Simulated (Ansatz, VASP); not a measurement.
Ni3Pt in VASP and in Ansatz

```
CELL_PARAMETERS angstrom
3.56158 0.00000 0.00000
0.00000 3.56158 0.00000
0.00000 0.00000 3.56158
ATOMIC_POSITIONS crystal
Ni 0.50000 0.00000 0.50000
Ni 0.00000 0.50000 0.50000
Ni 0.50000 0.50000 0.00000
Pt 0.00000 0.00000 0.00000
```

Alike in both runs: functional LDA; k mesh 6 × 6 × 6; occupations gaussian, width 0.1 eV; collinear spin.

Ansatz relaxed the structure, and its values are those at the end. VASP's run is a single point on that final structure, the one shown.

```csv
,VASP,Ansatz
version,VASP 6.6.1,Ansatz 0.2.0
potentials or method,"VASP PAW LDA potentials, release 64 (Ni, Pt)","scalar-relativistic, plane waves, PAW"
plane-wave cutoff (eV),520,520
valence electrons in the cell,40,72
```

```tsv
	VASP	Ansatz	Ansatz less VASP
gap on the k mesh at the Fermi level (eV)	none	none	-
pressure (GPa)	0.3	0.2	-0.03
net moment per atom (μB)	0.44	0.49	+0.046
size of the moment on the site where the two differ most (μB)	0.50	0.57	+0.073
```

Site moments also hang on the region over which each program counts them. A gap of «none» marks a metal or a gap that the smearing closes. The two sets of potentials don't hold the same shells in valence.

Spin-orbit coupling is left out, which matters for the levels of Pt.
